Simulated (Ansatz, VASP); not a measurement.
**Cross-check of SbAs between VASP and Ansatz**

One calculation is typed for both programs; each brings its own data sets. How far apart do they land? The cell is generated by rule, not measured, and may not be a known phase. The cell is taken from a series of runs on this material, whose earlier steps may have relaxed, scaled, displaced or heated it; both programs get it as it stands.

Calculated with Ansatz 0.2.0; plane waves, with VASP 6.6.1 beside it; zone-centre phonons at PBEsol.

The structure was built from a prototype and need not be the compound's stable phase.

### Step 1. The structure

Symmetry: P4/nmm, No. 129, tetragonal system. The conventional cell has a = 4.880 Å, b = 4.880 Å, c = 4.159 Å, α = 90.00°, β = 90.00°, γ = 90.00°. Nearest to Sb lie 4 As at 2.79 Å. As has 4 Sb at 2.79 Å nearest. Farther neighbours are not listed.

### Step 2. VASP: zone-centre phonons, PBEsol

Second derivatives magnify differences that forces hide, and they need a tight electronic threshold.

Lines of VASP's logs that name or quote its potential files are left out, and so is its time.

Contents of INCAR:

```
SYSTEM = SbAs
PREC = Accurate
ENCUT = 500
EDIFF = 1E-08
NELM = 120
ISMEAR = 1
SIGMA = 0.15
LREAL = .FALSE.
ALGO = Normal
GGA = PS
NBANDS = 16
LORBIT = 11
LWAVE = .FALSE.
LCHARG = .FALSE.
ISIF = 2
IBRION = 8
LASPH = .TRUE.
GGA_COMPAT = .FALSE.
KPAR = 2
```

Contents of POSCAR:

```
SbAs
1.0
   -4.1594815781      0.0000000000      0.0000000000
    0.0000000000     -3.4508760975     -3.4508760975
    0.0000000000     -3.4508760975      3.4508760975
Sb As
2 2
Direct
    0.1738346538      0.5000000000      0.5000000000
    0.8261653462      0.0000000000      0.0000000000
    0.5000000000      0.0000000000      0.5000000000
    0.5000000000      0.5000000000      0.0000000000
```

Contents of KPOINTS:

```
Automatic mesh
0
Gamma
10 8 8
0 0 0
```

The projector-augmented-wave data sets are Sb and As (PBE family, release 64).

On the command line:

```bash
$ mpirun -np 2 vasp_std
```

Numbers of over 12 decimals in the logs are rounded to 6 here.

Output:

```text
[banner, memory and clock lines left out]
running    2 mpi-ranks, on    1 nodes
 distrk:  each k-point on    1 cores,    2 groups
 distr:  one band on    1 cores,    1 groups

 POSCAR found type information on POSCAR SbAs
 POSCAR found :  2 types and       4 ions
|                                                                             |
|               ----> ADVICE to this user running VASP <----                  |
|                                                                             |
|     You enforced a specific xc type in the INCAR file but a different       |
|     [... a line on the potential file left out ...]
|     I HOPE YOU KNOW WHAT YOU ARE DOING!                                     |
|                                                                             |

 LDA part: xc-table for (Slater+PW92), standard interpolation
 POSCAR, INCAR and KPOINTS ok, starting setup
 FFT: planning ... GRIDC
 FFT: planning ... GRID_SOFT
 FFT: planning ... GRID
 WAVECAR not read
 entering main loop
       N       E                     dE             d eps       ncg     rms          rms(c)
DAV:   1     0.799435866374E+02    0.79944E+02   -0.69267E+03  2880   0.966E+02
DAV:   2    -0.134276760448E+02   -0.93371E+02   -0.90701E+02  3928   0.161E+02
DAV:   3    -0.187392417701E+02   -0.53116E+01   -0.52640E+01  3688   0.435E+01
DAV:   4    -0.187865094591E+02   -0.47268E-01   -0.47254E-01  3208   0.477E+00
DAV:   5    -0.187869921360E+02   -0.48268E-03   -0.48267E-03  3520   0.510E-01    0.426E+00
DAV:   6    -0.186584749143E+02    0.12852E+00   -0.25595E-01  3008   0.225E+00    0.261E+00
DAV:   7    -0.186461335292E+02    0.12341E-01   -0.63555E-02  3192   0.124E+00    0.776E-01
DAV:   8    -0.186428050042E+02    0.33285E-02   -0.56403E-03  2944   0.406E-01    0.173E-01
DAV:   9    -0.186426080558E+02    0.19695E-03   -0.11716E-03  3152   0.210E-01    0.678E-02
DAV:  10    -0.186426065565E+02    0.14994E-05   -0.54674E-05  3424   0.430E-02    0.369E-02
DAV:  11    -0.186426020309E+02    0.45256E-05   -0.23076E-05  3080   0.221E-02    0.800E-03
DAV:  12    -0.186426008198E+02    0.12111E-05   -0.34121E-06  2976   0.115E-02    0.493E-03
DAV:  13    -0.186426008073E+02    0.12555E-07   -0.28181E-07  3168   0.273E-03    0.220E-03
DAV:  14    -0.186426008225E+02   -0.15228E-07   -0.45672E-08  3000   0.995E-04    0.432E-04
DAV:  15    -0.186426007767E+02    0.45771E-07   -0.65756E-09  1544   0.408E-04    0.187E-04
DAV:  16    -0.186426007864E+02   -0.96413E-08   -0.17683E-09  1472   0.219E-04
   1 F= -.18642601E+02 E0= -.18642488E+02  d E =-.339068E-03
 Linear response reoptimize wavefunctions to high precision
DAV:   1    -0.186426007991E+02   -0.12765E-07   -0.17142E-09  1640   0.193E-04
DAV:   2    -0.186426007992E+02   -0.30582E-10   -0.27317E-10  1472   0.104E-04
 Linear response DOF=           4
 Linear response progress:
  Degree of freedom:   1/  4
       N       E                     dE             d eps       ncg     rms          rms(c)
RMM:   1    -0.265435564393E-01   -0.26544E-01   -0.10710E-03  5241   0.118E+00
RMM:   2    -0.245922052935E-01    0.19514E-02   -0.14885E-03  4466   0.254E-01    0.509E-02
RMM:   3    -0.244802012920E-01    0.11200E-03   -0.97777E-05  4449   0.449E-02    0.314E-02
RMM:   4    -0.243467471341E-01    0.13345E-03    0.22114E-05  4443   0.210E-02    0.124E-02
RMM:   5    -0.243150433089E-01    0.31704E-04    0.15042E-05  4528   0.765E-03    0.345E-03
RMM:   6    -0.243200608874E-01   -0.50176E-05    0.25099E-06  4485   0.208E-03    0.512E-04
RMM:   7    -0.243200666330E-01   -0.57457E-08    0.24323E-07  4619   0.407E-04    0.159E-04
RMM:   8    -0.243201098575E-01   -0.43224E-07    0.55617E-08  4618   0.128E-04    0.357E-05
RMM:   9    -0.243200991166E-01    0.10741E-07   -0.91677E-08  4765   0.221E-05    0.142E-05
RMM:  10    -0.243200890197E-01    0.10097E-07   -0.34376E-08  4702   0.968E-06    0.177E-06
RMM:  11    -0.243200869596E-01    0.20602E-08   -0.34792E-10  3768   0.185E-06    0.929E-07
 first order change of Fermi-energy   0.31130E+00
 force on displaced ion       1 direction 1 :  -5.074  -0.000   0.000
 Linear response progress:
  Degree of freedom:   2/  4
       N       E                     dE             d eps       ncg     rms          rms(c)
RMM:   1    -0.292663963450E-01   -0.29266E-01    0.18649E-02 11807   0.120E+00
RMM:   2    -0.275367360140E-01    0.17297E-02   -0.20196E-03  9297   0.266E-01    0.440E-02
RMM:   3    -0.275145698874E-01    0.22166E-04   -0.36756E-05  9354   0.392E-02    0.256E-02
RMM:   4    -0.274466813524E-01    0.67889E-04   -0.14272E-05  9356   0.148E-02    0.244E-03
RMM:   5    -0.274448699594E-01    0.18114E-05   -0.33135E-06  9576   0.242E-03    0.778E-04
RMM:   6    -0.274465368454E-01   -0.16669E-05   -0.22942E-06  9484   0.937E-04    0.201E-04
RMM:   7    -0.274460686747E-01    0.46817E-06    0.12495E-08  9703   0.169E-04    0.830E-05
RMM:   8    -0.274459126693E-01    0.15601E-06   -0.55400E-09  9715   0.656E-05    0.920E-06
RMM:   9    -0.274458641114E-01    0.48558E-07    0.22635E-09 10002   0.107E-05    0.272E-06
RMM:  10    -0.274458584905E-01    0.56209E-08   -0.10660E-10  8411   0.286E-06    0.979E-07
 first order change of Fermi-energy   0.49036E-04
 force on displaced ion       1 direction 2 :  -0.001  -3.840  -0.000
 Linear response progress:
  Degree of freedom:   3/  4
       N       E                     dE             d eps       ncg     rms          rms(c)
RMM:   1    -0.451728722396E-01   -0.45173E-01    0.49613E-02 10882   0.110E+00
RMM:   2    -0.437561122570E-01    0.14168E-02   -0.22918E-03  7347   0.246E-01    0.468E-02
RMM:   3    -0.437530898744E-01    0.30224E-05   -0.60330E-05  7451   0.404E-02    0.256E-02
RMM:   4    -0.437683393082E-01   -0.15249E-04   -0.31101E-06  7672   0.133E-02    0.988E-03
RMM:   5    -0.437858523869E-01   -0.17513E-04   -0.55234E-07  7547   0.587E-03    0.109E-03
RMM:   6    -0.437870494038E-01   -0.11970E-05   -0.26766E-07  7650   0.104E-03    0.426E-04
RMM:   7    -0.437879565744E-01   -0.90717E-06   -0.32948E-08  7737   0.365E-04    0.106E-04
RMM:   8    -0.437876302779E-01    0.32630E-06    0.67282E-09  7934   0.811E-05    0.309E-05
RMM:   9    -0.437875866071E-01    0.43671E-07    0.20390E-09  8012   0.181E-05    0.134E-05
RMM:  10    -0.437875872317E-01   -0.62466E-09   -0.47563E-09  7898   0.611E-06    0.305E-06
 first order change of Fermi-energy  -0.17666E-03
 force on displaced ion       3 direction 1 :  -4.373   0.000   0.000
 Linear response progress:
  Degree of freedom:   4/  4
       N       E                     dE             d eps       ncg     rms          rms(c)
RMM:   1    -0.486001111578E-01   -0.48600E-01    0.59789E-02 14090   0.113E+00
RMM:   2    -0.466523239781E-01    0.19478E-02   -0.25152E-03  9260   0.266E-01    0.543E-02
RMM:   3    -0.466867692221E-01   -0.34445E-04   -0.65767E-05  9343   0.417E-02    0.309E-02
RMM:   4    -0.467393042205E-01   -0.52535E-04   -0.13961E-05  9343   0.217E-02    0.387E-03
RMM:   5    -0.467401228322E-01   -0.81861E-06   -0.87624E-07  9565   0.434E-03    0.106E-03
RMM:   6    -0.467382432492E-01    0.18796E-05   -0.81700E-07  9636   0.700E-04    0.457E-04
RMM:   7    -0.467380811211E-01    0.16213E-06   -0.27809E-07  9617   0.367E-04    0.387E-05
RMM:   8    -0.467380346140E-01    0.46507E-07   -0.50696E-08 10054   0.488E-05    0.229E-05
RMM:   9    -0.467379173201E-01    0.11729E-06   -0.47120E-09  9803   0.230E-05    0.194E-06
RMM:  10    -0.467379283945E-01   -0.11074E-07    0.35445E-09  8763   0.316E-06    0.113E-06
RMM:  11    -0.467379331036E-01   -0.47091E-08    0.49754E-09  7487   0.171E-06    0.230E-07
 first order change of Fermi-energy  -0.21170E-03
 force on displaced ion       3 direction 2 :   0.000  -4.766  -0.000
 Linear response finished
```

OUTCAR, selected parts (step 2):

```text
ion  position               nearest neighbor table
   1  0.174  0.500  0.500-   3 2.79   4 2.79   4 2.79   3 2.79   2 3.74   2 3.74   2 3.74   2 3.74

  LATTYP: Found a simple tetragonal cell.
 ALAT       =     4.8802757792
 C/A-ratio  =     0.8523046169

 Subroutine GETGRP returns: Found 16 space group operations
 (whereof  8 operations were pure point group operations)

The static configuration has the point symmetry C_4v.
 The point group associated with its full space group is D_4h.

 Found     90 irreducible k-points:

   k-points           NKPTS =     90   k-points in BZ     NKDIM =     90   number of bands    NBANDS=     16

   dimension x,y,z NGX =    30 NGY =   36 NGZ =   36
   dimension x,y,z NGXF=    60 NGYF=   72 NGZF=   72

   ENCUT  =  500.0 eV  36.75 Ry    6.06 a.u.   7.58  8.90  8.90*2*pi/ulx,y,z

   NELECT =      20.0000    total number of electrons

 k-points in reciprocal lattice and weights: Automatic mesh
   0.00000000  0.00000000  0.00000000       0.002
   0.10000000  0.00000000  0.00000000       0.003
   0.20000000  0.00000000  0.00000000       0.003
   0.30000000  0.00000000  0.00000000       0.003
   0.40000000  0.00000000  0.00000000       0.003
   0.50000000  0.00000000  0.00000000       0.002
   0.00000000  0.12500000  0.00000000       0.006
   0.10000000  0.12500000  0.00000000       0.013
   0.20000000  0.12500000  0.00000000       0.013
[...]
0.40000000  0.50000000  0.50000000       0.003
   0.50000000  0.50000000  0.50000000       0.002

 average (electrostatic) potential at core
       1 -86.1968       2 -86.1968       3 -48.0957       4 -48.0957

  Total        0.0764564      0.1304643      0.1304643      0.0000000      0.0000000      0.0000000
  in kB        1.2365071      2.1099614      2.1099614      0.0000000      0.0000000      0.0000000
  external PRESSURE =       1.8188099 kB  Pullay stress =       0.0000000 kB

  energy-cutoff  :      500.00
  volume of cell :       99.07
      direct lattice vectors                 reciprocal lattice vectors
    -4.159481578  0.000000000  0.000000000    -0.240414576  0.000000000  0.000000000
     0.000000000 -3.450876098 -3.450876098     0.000000000 -0.144890742 -0.144890742
     0.000000000 -3.450876098  3.450876098     0.000000000 -0.144890742  0.144890742

 POSITION                                       TOTAL-FORCE (eV/Angst)
 -----------------------------------------------------------------------------------
     -0.72306     -3.45088      0.00000         0.041458      0.000000      0.000000
     -3.43642      0.00000      0.00000        -0.041458     -0.000000     -0.000000
     -2.07974     -1.72544      1.72544         0.000000      0.000000      0.000000
     -2.07974     -1.72544     -1.72544         0.000000      0.000000      0.000000
 -----------------------------------------------------------------------------------
    total drift:                               -0.000000     -0.000000     -0.000000

 Eigenvectors and eigenvalues of the dynamical matrix
 ----------------------------------------------------

   1 f  =    4.832050 THz    30.360664 2PiTHz  161.179832 cm-1    19.983743 meV
             X         Y         Z           dx          dy          dz
     -0.723062 -3.450876  0.000000     0.436831    0.000000   -0.000000
     -3.436420  0.000000  0.000000     0.436831   -0.000000    0.000000
     -2.079741 -1.725438  1.725438    -0.556038    0.000000   -0.000000
     -2.079741 -1.725438 -1.725438    -0.556038   -0.000000    0.000000

   2 f  =    4.671978 THz    29.354904 2PiTHz  155.840414 cm-1    19.321740 meV
             X         Y         Z           dx          dy          dz
     -0.723062 -3.450876  0.000000    -0.000000    0.288781   -0.114565
     -3.436420  0.000000  0.000000    -0.000000   -0.288781    0.114565
     -2.079741 -1.725438  1.725438     0.000000    0.234237   -0.590434
     -2.079741 -1.725438 -1.725438     0.000000   -0.234237    0.590434

   3 f  =    4.671978 THz    29.354904 2PiTHz  155.840414 cm-1    19.321740 meV
             X         Y         Z           dx          dy          dz
     -0.723062 -3.450876  0.000000     0.000000    0.114565    0.288781
     -3.436420  0.000000  0.000000     0.000000   -0.114565   -0.288781
     -2.079741 -1.725438  1.725438    -0.000000   -0.590434   -0.234237
     -2.079741 -1.725438 -1.725438    -0.000000    0.590434    0.234237

   4 f  =    4.522764 THz    28.417365 2PiTHz  150.863173 cm-1    18.704641 meV
             X         Y         Z           dx          dy          dz
     -0.723062 -3.450876  0.000000    -0.000000   -0.034057   -0.435074
     -3.436420  0.000000  0.000000    -0.000000   -0.034057   -0.435074
     -2.079741 -1.725438  1.725438     0.000000    0.043419    0.554676
     -2.079741 -1.725438 -1.725438     0.000000    0.043419    0.554676

   5 f  =    4.522764 THz    28.417365 2PiTHz  150.863173 cm-1    18.704641 meV
             X         Y         Z           dx          dy          dz
     -0.723062 -3.450876  0.000000     0.000000    0.435074   -0.034057
     -3.436420  0.000000  0.000000     0.000000    0.435074   -0.034057
     -2.079741 -1.725438  1.725438    -0.000000   -0.554676    0.043419
     -2.079741 -1.725438 -1.725438    -0.000000   -0.554676    0.043419

   6 f  =    3.753986 THz    23.586991 2PiTHz  125.219499 cm-1    15.525232 meV
             X         Y         Z           dx          dy          dz
     -0.723062 -3.450876  0.000000    -0.000000    0.000000    0.000000
     -3.436420  0.000000  0.000000     0.000000    0.000000   -0.000000
     -2.079741 -1.725438  1.725438     0.707107   -0.000000   -0.000000
     -2.079741 -1.725438 -1.725438    -0.707107    0.000000    0.000000

   7 f  =    3.385004 THz    21.268606 2PiTHz  112.911571 cm-1    13.999244 meV
             X         Y         Z           dx          dy          dz
     -0.723062 -3.450876  0.000000    -0.707107   -0.000000    0.000000
     -3.436420  0.000000  0.000000     0.707107    0.000000   -0.000000
     -2.079741 -1.725438  1.725438    -0.000000   -0.000000   -0.000000
     -2.079741 -1.725438 -1.725438     0.000000   -0.000000   -0.000000

   8 f  =    2.055682 THz    12.916228 2PiTHz   68.570154 cm-1     8.501612 meV
             X         Y         Z           dx          dy          dz
     -0.723062 -3.450876  0.000000     0.000000    0.271642   -0.574187
     -3.436420  0.000000  0.000000     0.000000   -0.271642    0.574187
     -2.079741 -1.725438  1.725438     0.000000   -0.280835    0.132860
     -2.079741 -1.725438 -1.725438     0.000000    0.280835   -0.132860

   9 f  =    2.055682 THz    12.916228 2PiTHz   68.570154 cm-1     8.501612 meV
             X         Y         Z           dx          dy          dz
     -0.723062 -3.450876  0.000000     0.000000   -0.574187   -0.271642
     -3.436420  0.000000  0.000000    -0.000000    0.574187    0.271642
     -2.079741 -1.725438  1.725438    -0.000000   -0.132860   -0.280835
     -2.079741 -1.725438 -1.725438     0.000000    0.132860    0.280835

  10 f/i=    0.000236 THz     0.001482 2PiTHz    0.007869 cm-1     0.000976 meV
             X         Y         Z           dx          dy          dz
     -0.723062 -3.450876  0.000000    -0.000000   -0.555726   -0.026829
     -3.436420  0.000000  0.000000    -0.000000   -0.555726   -0.026829
     -2.079741 -1.725438  1.725438    -0.000000   -0.435897   -0.021044
     -2.079741 -1.725438 -1.725438    -0.000000   -0.435897   -0.021044

  11 f/i=    0.000236 THz     0.001482 2PiTHz    0.007869 cm-1     0.000976 meV
             X         Y         Z           dx          dy          dz
     -0.723062 -3.450876  0.000000    -0.000000    0.026829   -0.555726
     -3.436420  0.000000  0.000000    -0.000000    0.026829   -0.555726
     -2.079741 -1.725438  1.725438    -0.000000    0.021044   -0.435897
     -2.079741 -1.725438 -1.725438    -0.000000    0.021044   -0.435897

  12 f/i=    0.003451 THz     0.021683 2PiTHz    0.115112 cm-1     0.014272 meV
             X         Y         Z           dx          dy          dz
     -0.723062 -3.450876  0.000000    -0.556038    0.000000    0.000000
     -3.436420  0.000000  0.000000    -0.556038    0.000000    0.000000
     -2.079741 -1.725438  1.725438    -0.436831    0.000000    0.000000
     -2.079741 -1.725438 -1.725438    -0.436831    0.000000    0.000000

 ELASTIC MODULI CONTR FROM IONIC RELAXATION (kBar)
 Direction    XX          YY          ZZ          XY          YZ          ZX
 --------------------------------------------------------------------------------
 XX        -238.0964   -183.0745   -183.0745      0.0000      0.0000     -0.0000
 YY        -183.0745   -140.7676   -140.7676      0.0000      0.0000     -0.0000
 ZZ        -183.0745   -140.7676   -140.7676      0.0000      0.0000     -0.0000
 XY           0.0000      0.0000      0.0000    -65.0231      0.0000      0.0000
 YZ           0.0000      0.0000      0.0000      0.0000   -606.5508      0.0000
 ZX          -0.0000     -0.0000     -0.0000      0.0000      0.0000    -72.5924
 --------------------------------------------------------------------------------
```

(Part 1 of 2 ends here.)

[Lines on the potential files, build, host, timing and source positions are cut from VASP's logs without a mark.]

[Logs are printed without paths, hosts, clocks, repeated set-up lines and the standing remarks that a program may print on its own settings, such as how far it seeks lower states.]

[Hosts, paths, dates, database ids (printed as entryN), source tags and the programs' standing remarks are cut or masked in the printed files.]
